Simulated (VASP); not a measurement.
Given:

```
InAs
1.0
    0.00000     3.03000     3.03000
    3.03000     0.00000     3.03000
    3.03000     3.03000     0.00000
In As
1 1
Direct
  0.00000   0.00000   0.00000
  0.25000   0.25000   0.25000
```

Level of theory: PBE GGA, VASP's PBE PAW potentials (set 64) (plane waves; VASP). Run with 400 eV cut-off, 7×7×7 Γ-centred mesh, Gaussian smearing of 0.050 eV, potentials In_d As.

Question: Give the stress tensor in GPa (positive for a compressed cell).

Answer: 
```
3.56  0.00  0.00
0.00  3.56  0.00
0.00  0.00  3.56
```
The pressure is its mean diagonal, 3.56 GPa.

The compound is InAs in the zinc blende structure. The cell was not relaxed at this level.
